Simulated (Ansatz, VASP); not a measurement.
# Mg (Magnesium): VASP beside Ansatz, part 2 of 2

Aim: how closely do two programs agree when they are given the same cell, functional and k mesh? The cell is taken from a series of runs on this material, whose earlier steps may have relaxed, scaled, displaced or heated it; both programs get it as it stands.

VASP 6.6.1 and Ansatz 0.2.0.

So far: The structure; VASP: zone-centre phonons, LDA, pair 1; Ansatz: zone-centre phonons, LDA, pair 1; Differences.

## Step 5: Ansatz: zone-centre phonons, LDA, pair 2

Level of this step: Ansatz beside VASP: Kohn-Sham DFT, plane waves, LDA (Ansatz).

Second derivatives magnify differences that forces hide, and they need a tight electronic threshold. The cell compared in this pair holds 41.47 Å³, against 40.61 Å³ for the pair before.

The cell is taken from a series of runs on this material, whose earlier steps may have relaxed, scaled, displaced or heated it; both programs get it as it stands.

The input, input.yaml:

```yaml
crystal:
  lattice:
    - [3.1054708295, 0.0, 0.0]
    - [-1.5527354147, 2.689416629, 0.0]
    - [0.0, 0.0, 4.9656876847]
  atoms:
    - { symbol: Mg, position: [0.3333333333, 0.6666666667, 0.25] }
    - { symbol: Mg, position: [0.6666666667, 0.3333333333, 0.75] }
kpoints:
  mp_grid: { grid: [15, 15, 8] }
hamiltonian:
  xc: lda
  pseudopotentials: { kind: paw, azcp: { folder: soft_1 }, xc_functional: pbe }
scf:
  occupations: { method: methfessel_paxton, width: 0.2 }
output:
  eigenvalues: true
phonons:
  method: dfpt
```

Command:

```bash
ansatz run input.yaml --threads 4 --pin off --max-ram 10240MiB --backend cpu --events-out ev --progress --plain --runs-dir out
```

Numbers of over 12 decimals in the logs are rounded to 6 here.

Log:

```text
[...]
Crystal: 2 atoms, lattice volume = 41.473 Å³
Basis set: ecut = 420 eV, 809 PW (Γ), exchange–correlation on 48×48×72 points (8 copies of the dense FFT grid, shifted against one another)
Bands: 14, of which v1, the nominal top of the filled ones, is band 10 counted from 1 (9 counted from 0)
Symmetry: 24 space group operations
k-points: 320 of 1800 (irreducible under 4 space group operations, time reversal used)
[...]
k-point 1: bands = [... 6 lower, -36.3271, -36.3271, -0.9898, 3.4659, 6.4031, 17.6574, 17.6574, 17.8623]
  k-point 2: bands = [... 6 lower, -36.3279, -36.3279, -0.7028, 2.2900, 8.0611, 16.0622, 17.8622, 17.8622]
  k-point 319: bands = [... 6 lower, -36.3363, -36.3363, 3.7282, 3.7282, 8.8286, 8.8286, 10.4157, 10.4157]
[...]
ASR residual: 1.631e-4 → 0.000e0 eV/Å²; symmetrization residual: 1.985e-10 eV/Å²
  ASR residual per site (eV/Å²): 1.63e-4 1.63e-4
  Γ frequencies (cm⁻¹): 0.00 0.00 0.00 139.61 139.61 279.52
[...]
[key lines of the parts left out:]
SCF converged after 8 iterations
Free energy (F): -3803.199350 eV
Fermi energy:    6.272549 eV
```

## Step 6: VASP: zone-centre phonons, LDA, pair 2

The same cell, functional (in two slightly different forms), mesh and smearing now go to VASP, with its own data sets.

The input, INCAR:

```
SYSTEM = Mg
PREC = Accurate
ENCUT = 600
EDIFF = 1E-08
NELM = 120
ISMEAR = 1
SIGMA = 0.2
LREAL = .FALSE.
ALGO = Normal
GGA = CA
NBANDS = 8
LORBIT = 11
LWAVE = .FALSE.
LCHARG = .FALSE.
ISIF = 2
IBRION = 8
LASPH = .TRUE.
GGA_COMPAT = .FALSE.
KPAR = 2
```

The input, POSCAR:

```
Mg
1.0
    3.1054708295      0.0000000000      0.0000000000
   -1.5527354147      2.6894166290      0.0000000000
    0.0000000000      0.0000000000      4.9656876847
Mg
2
Direct
    0.3333333333      0.6666666667      0.2500000000
    0.6666666667      0.3333333333      0.7500000000
```

The input, KPOINTS:

```
Automatic mesh
0
Gamma
15 15 8
0 0 0
```

Potentials, in the order of the species: Mg (LDA family, release 64).

Command:

```bash
mpirun -np 2 vasp_std
```

Log:

```text
[... set-up lines as in an earlier step ...]
 entering main loop
       N       E                     dE             d eps       ncg     rms          rms(c)
DAV:   1    -0.904059951737E+00   -0.90406E+00   -0.14957E+03  2160   0.407E+02
DAV:   2    -0.362298359555E+01   -0.27189E+01   -0.26707E+01  2936   0.241E+01
DAV:   3    -0.363739709811E+01   -0.14414E-01   -0.14390E-01  2912   0.223E+00
DAV:   4    -0.363742803930E+01   -0.30941E-04   -0.30942E-04  3024   0.883E-02
[...]
DAV:   9    -0.361571439195E+01    0.10396E-05   -0.78730E-07  2504   0.478E-03    0.597E-04
DAV:  10    -0.361571436415E+01    0.27804E-07   -0.36987E-09  3152   0.416E-04    0.117E-04
DAV:  11    -0.361571436438E+01   -0.23330E-09   -0.90227E-11  1616   0.787E-05
   1 F= -.36157144E+01 E0= -.36152497E+01  d E =-.139387E-02
 Linear response reoptimize wavefunctions to high precision
DAV:   1    -0.361571436438E+01   -0.25722E-11   -0.45269E-12  2144   0.119E-05
 Linear response DOF=           2
 Linear response progress:
  Degree of freedom:   1/  2
[...]
RMM:   8    -0.139898449671E-02    0.33284E-08    0.20414E-10 13489   0.240E-06    0.279E-07
 first order change of Fermi-energy   0.20292E-07
 force on displaced ion       1 direction 1 :  -0.877   0.000   0.000
 Linear response progress:
  Degree of freedom:   2/  2
       N       E                     dE             d eps       ncg     rms          rms(c)
RMM:   1    -0.796249560565E-02   -0.79625E-02   -0.19773E-02  6907   0.308E-01
RMM:   2    -0.420662618124E-02    0.37559E-02    0.76263E-05  4754   0.401E-02    0.327E-02
RMM:   3    -0.419210094301E-02    0.14525E-04    0.42019E-05  4769   0.136E-02    0.143E-02
RMM:   4    -0.423359264943E-02   -0.41492E-04    0.12064E-07  4840   0.695E-03    0.529E-03
RMM:   5    -0.423671799378E-02   -0.31253E-05   -0.13051E-06  4894   0.269E-03    0.239E-04
RMM:   6    -0.423700198562E-02   -0.28399E-06    0.44431E-07  4965   0.259E-04    0.137E-04
RMM:   7    -0.423715829398E-02   -0.15631E-06   -0.30434E-08  5061   0.789E-05    0.672E-06
RMM:   8    -0.423719187003E-02   -0.33576E-07    0.50498E-08  5170   0.108E-05    0.243E-06
RMM:   9    -0.423718615763E-02    0.57124E-08    0.20526E-08  4888   0.281E-06    0.704E-07
 first order change of Fermi-energy  -0.36399E-05
 force on displaced ion       1 direction 3 :   0.000   0.000  -3.517
 Linear response finished
```

From OUTCAR (step 6):

```text
  Total        0.3668534      0.3668534      0.3708656      0.0000000      0.0000000      0.0000000
  in kB       14.1722296     14.1722296     14.3272279      0.0000000      0.0000000      0.0000000
  external PRESSURE =      14.2238957 kB  Pullay stress =       0.0000000 kB

 POSITION                                       TOTAL-FORCE (eV/Angst)
 -----------------------------------------------------------------------------------
     -0.00000      1.79294      1.24142        -0.000000      0.000000      0.000000
      1.55274      0.89647      3.72427         0.000000     -0.000000      0.000000
 -----------------------------------------------------------------------------------
    total drift:                               -0.000000      0.000000     -0.000000

[... 1 part as in an earlier step ...]

[... 1 further part left out ...]
```

## Step 7: Side by side

What differs besides the data sets and the points named for the pairs above, as far as they apply: the data sets hold 20 valence electrons in Ansatz (on its PAW soft_1 files) and 4 in VASP. Total energies have different zeros and are not compared.

The two programs side by side:

```
                  quantity  Ansatz   VASP  difference
optical mode 1 to 2 (cm⁻¹)   139.6  140.1     -0.36 %
     optical mode 3 (cm⁻¹)   279.5  280.5     -0.36 %
```

Modes are paired by rising frequency, not by their patterns, so a pair may set unlike modes beside each other; they are those without the splitting of longitudinal modes.

## Step 8: Summary of results

* r.m.s. difference of the optical zone-centre modes, each program's sorted by frequency (zone-centre phonons, LDA, pair 1): 0.91 cm⁻¹
* r.m.s. difference of the optical zone-centre modes, each program's sorted by frequency (zone-centre phonons, LDA, pair 2): 0.72 cm⁻¹

**Reading.** The r.m.s. difference of the optical zone-centre modes, each program's sorted by frequency is 0.91 cm⁻¹ (zone-centre phonons, LDA, pair 1). The data sets hold unlike numbers of valence electrons (20 in Ansatz and 4 in VASP), so part of the differences comes from the potentials. Such differences can come from data sets, numerical settings and the points named under the comparisons, not from the functional's error against experiment.

[Lines on the potential files, build, host, timing and source positions are cut from VASP's logs without a mark.]

[Logs are printed without paths, hosts, clocks, repeated set-up lines and the standing remarks that a program may print on its own settings, such as how far it seeks lower states.]

[Hosts, paths, dates, database ids (printed as entryN), source tags and the programs' standing remarks are cut or masked in the printed files.]
